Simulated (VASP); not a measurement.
```
Co
1.0
    1.25757    -2.17817     0.00000
    1.25757     2.17817     0.00000
    0.00000     0.00000     4.07070
Co
2
Direct
  0.33333   0.66667   0.25000
  0.66667   0.33333   0.75000
```
Starting moments (μB, in the order of the record's atoms Co Co): 1.7 1.7.

Method: RPBE GGA, VASP's PBE PAW potentials (set 64) (plane waves; VASP). Run with 520 eV cut-off, Gaussian smearing of 0.050 eV, potentials Co.

Give the spin-up energies of bands 1 to 12 at the high-symmetry points, in eV from the Fermi level.

| band | Γ | M | K | A | L | H |
|---|---|---|---|---|---|---|
| 1 | -8.72 | -4.65 | -4.22 | -6.53 | -4.87 | -3.78 |
| 2 | -5.02 | -4.63 | -3.85 | -6.53 | -4.87 | -3.78 |
| 3 | -2.62 | -4.37 | -3.85 | -2.90 | -3.70 | -3.65 |
| 4 | -2.60 | -2.75 | -3.58 | -2.90 | -3.70 | -3.65 |
| 5 | -2.60 | -2.52 | -2.84 | -2.66 | -1.84 | -2.91 |
| 6 | -2.30 | -2.48 | -2.84 | -2.66 | -1.84 | -2.91 |
| 7 | -2.30 | -2.21 | -1.96 | -2.66 | -1.13 | -1.93 |
| 8 | -1.97 | -0.80 | -1.02 | -2.66 | -1.13 | -1.93 |
| 9 | -1.97 | -0.72 | -1.02 | -1.22 | -0.71 | -0.87 |
| 10 | -0.93 | -0.66 | -0.92 | -1.22 | -0.71 | -0.87 |
| 11 | -0.93 | 1.20 | 4.34 | -1.22 | 1.56 | 5.56 |
| 12 | -0.05 | 3.17 | 5.13 | -1.22 | 1.56 | 5.56 |

Give the spin-down energies of bands 1 to 12 at the high-symmetry points, in eV from the Fermi level.

```
band      Γ      M      K      A      L      H
----  -----  -----  -----  -----  -----  -----
1     -8.80  -3.77  -2.87  -6.53  -3.84  -2.49
2     -4.07  -3.42  -2.77  -6.53  -3.84  -2.49
3     -0.94  -3.12  -2.77  -1.47  -2.28  -2.42
4     -0.90  -1.83  -2.57  -1.47  -2.28  -2.42
5     -0.90  -1.05  -1.30  -0.96  -0.04  -1.68
6     -0.55  -0.98  -1.30  -0.96  -0.04  -1.68
7     -0.55  -0.59  -0.29  -0.96   0.22  -0.16
8     -0.21   1.15   0.88  -0.96   0.22  -0.16
9     -0.14   1.27   0.88   0.70   1.24   1.04
10    -0.14   1.30   1.03   0.70   1.24   1.04
11     1.02   2.44   5.08   0.70   2.12   6.13
12     1.02   4.14   5.86   0.70   2.12   6.13
```

It has no gap at this level: it comes out as a metal or semimetal.

The compound is Co in the hcp structure. It was relaxed first.
